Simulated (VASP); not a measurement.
Given:

```yaml
crystal:
  lattice:
    - [4.51645, 0.00000, 0.00000]
    - [0.00000, 4.51645, 0.00000]
    - [0.00000, 0.00000, 4.51645]
  atoms:
    - { symbol: Cs, position: [0.00000, 0.00000, 0.00000] }
    - { symbol: I, position: [0.50000, 0.50000, 0.50000] }
```

Method: PBEsol GGA, VASP's PBE PAW potentials (set 64) (plane waves; VASP 6.6.1). Settings: 400 eV cut-off, Gaussian smearing of 0.050 eV, potentials Cs_sv I.

Unless said otherwise, spin-orbit coupling is left out, though it shifts the bands of the heavy elements here.

Task: What does the run give for the band gap (along the path) with the smallest direct gap where there is one?

Result: 
```
Property                               Result
------------------------------------  -------
band gap (along the path)             3.81 eV
smallest direct gap (along the path)  3.89 eV
```

Only differences to runs with the same potentials and settings are physical.

The compound is CsI in the CsCl type structure. It was relaxed first.
